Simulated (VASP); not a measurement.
Consider the following.

```xyz
63
Lattice="10.9371 0.0000 0.0000 0.0000 10.9371 0.0000 0.0000 0.0000 10.9371" Properties=species:S:1:pos:R:3 pbc="T T T"
Si     5.4685     0.0000     0.0000
Si     6.8357     1.3671     1.3671
Si     8.2028     2.7343     0.0000
Si     9.5699     4.1014     1.3671
Si     8.2028     0.0000     2.7343
Si     9.5699     1.3671     4.1014
Si     0.0000     0.0000     0.0000
Si     1.3671     1.3671     1.3671
Si     2.7343     2.7343     0.0000
Si     4.1014     4.1014     1.3671
Si     5.4685     5.4685     0.0000
Si     6.8357     6.8357     1.3671
Si     8.2028     8.2028     0.0000
Si     9.5699     9.5699     1.3671
Si     2.7343     0.0000     2.7343
Si     4.1014     1.3671     4.1014
Si     5.4600     2.7005     2.7037
Si     8.1723     5.5040     2.7533
Si     9.5699     6.8357     4.1014
Si     5.4685     0.0000     5.4685
Si     6.8357     1.3671     6.8357
Si     8.1599     2.7094     5.4211
Si     9.5699     4.1014     6.8357
Si     8.2028     0.0000     8.2028
Si     9.5699     1.3671     9.5699
Si     0.0000     5.4685     0.0000
Si     1.3671     6.8357     1.3671
Si     2.7343     8.2028     0.0000
Si     4.1014     9.5699     1.3671
Si     0.0000     2.7343     2.7343
Si     1.3671     4.1014     4.1014
Si     2.7343     5.4685     2.7343
Si     4.1014     6.8357     4.1014
Si     5.4685     8.2028     2.7343
Si     6.8357     9.5699     4.1014
Si     0.0000     0.0000     5.4685
Si     1.3671     1.3671     6.8357
Si     2.7343     2.7343     5.4685
Si     4.1014     4.1014     6.8357
Si     6.8357     6.8357     6.8357
Si     8.2028     8.2028     5.4685
Si     9.5699     9.5699     6.8357
Si     2.7343     0.0000     8.2028
Si     4.1014     1.3671     9.5699
Si     5.4685     2.7343     8.2028
Si     6.8357     4.1014     9.5699
Si     8.2028     5.4685     8.2028
Si     9.5699     6.8357     9.5699
Si     0.0000     8.2028     2.7343
Si     1.3671     9.5699     4.1014
Si     0.0000     5.4685     5.4685
Si     1.3671     6.8357     6.8357
Si     2.7343     8.2028     5.4685
Si     4.1014     9.5699     6.8357
Si     0.0000     2.7343     8.2028
Si     1.3671     4.1014     9.5699
Si     2.7343     5.4685     8.2028
Si     4.1014     6.8357     9.5699
Si     5.4685     8.2028     8.2028
Si     6.8357     9.5699     9.5699
Si     0.0000     8.2028     8.2028
Si     1.3671     9.5699     9.5699
Sb     5.4402     5.4814     5.4334
```

Computed with PBE GGA, VASP's PBE PAW potentials (set 64) (plane waves; VASP 6.6.1). Settings: PREC = Normal, LREAL = Auto, ISYM = 0, EDIFF = 1E-5, 400 eV cut-off, 1×1×1 Γ-centred mesh, Gaussian smearing of 0.050 eV, potentials Si Sb. Starting moments (MAGMOM): 63*0.0476. The cell's moment is fixed (NUPDOWN = 3).

The supercell is sampled at Γ alone, which is coarse: total energies, pressure and levels can be off, energies of defects by several tenths of an eV.

Problem. The ions are relaxed. Which structure does the run end with?

Solution. 
```xyz
63
Lattice="10.9371 0.0000 0.0000 0.0000 10.9371 0.0000 0.0000 0.0000 10.9371" Properties=species:S:1:pos:R:3 pbc="T T T"
Si     5.4666     0.0021     0.0018
Si     6.8114     1.3980     1.3962
Si     8.1827     2.7523     0.0238
Si     9.5352     4.1239     1.3984
Si     8.1832     0.0267     2.7502
Si     9.5356     1.4001     4.1223
Si    10.9281     0.0063     0.0029
Si     1.3423     1.3798     1.3793
Si     2.7199     2.7346     0.0085
Si     4.0887     4.1084     1.3670
Si     5.4657     5.4704     0.0067
Si     6.8265     6.8469     1.3669
Si     8.1995     8.2157     0.0078
Si     9.5552     9.5926     1.3789
Si     2.7200     0.0082     2.7342
Si     4.0883     1.3685     4.1068
Si     5.4095     2.7515     2.7499
Si     8.1815     5.5264     2.7527
Si     9.5683     6.8473     4.1073
Si     5.4664     0.0084     5.4686
Si     6.8261     1.3679     6.8463
Si     8.1815     2.7537     5.5254
Si     9.5687     4.1090     6.8464
Si     8.1998     0.0084     8.2146
Si     9.5543     1.3813     9.5898
Si    10.9319     5.4663     0.0010
Si     1.3448     6.8468     1.3599
Si     2.7289     8.2068    10.9359
Si     4.0874     9.5910     1.3615
Si    10.9087     2.7524     2.7508
Si     1.3584     4.1048     4.1038
Si     2.7064     5.4738     2.7169
Si     4.0992     6.8362     4.0275
Si     5.4612     8.2291     2.7172
Si     6.8311     9.5769     4.1039
Si    10.9320     0.0024     5.4648
Si     1.3444     1.3605     6.8452
Si     2.7059     2.7184     5.4733
Si     4.0995     4.0297     6.8343
Si     6.9054     6.8339     6.8325
Si     8.2171     8.2286     5.4730
Si     9.5733     9.5909     6.8463
Si     2.7286    10.9365     8.2056
Si     4.0869     1.3619     9.5903
Si     5.4610     2.7180     8.2283
Si     6.8300     4.1057     9.5754
Si     8.2176     5.4738     8.2283
Si     9.5737     6.8481     9.5901
Si    10.9270     8.2150     2.7328
Si     1.3743     9.5606     4.0957
Si    10.9282     5.4699     5.4690
Si     1.3642     6.8339     6.8323
Si     2.7525     8.1830     5.4732
Si     4.1025     9.5717     6.8313
Si    10.9270     2.7342     8.2140
Si     1.3747     4.0973     9.5599
Si     2.7521     5.4751     8.1816
Si     4.1023     6.8342     9.5690
Si     5.4604     8.1823     8.1795
Si     6.8357     9.5603     9.5590
Si    10.9360     8.2079     8.2069
Si     1.3632     9.5735     9.5731
Sb     5.8505     5.0838     5.0836
``` The cell ends with 3.00 μB, on the first 30 sites 0.01 0.01 0.01 0.01 0.01 0.01 0.00 0.00 0.02 0.01 0.00 0.01 0.02 0.00 0.02 0.01 0.17 0.17 0.01 0.00 0.01 0.16 0.01 0.02 0.00 0.01 0.01 0.00 0.01 0.01 μB.

Problem. How much energy does the relaxation gain?

Solution. The energy (σ→0) changes by -17.7 meV/atom, in 22 ionic steps.

The cell is a supercell with a defect, built from Si (diamond): Sb_Si-vac_Si.
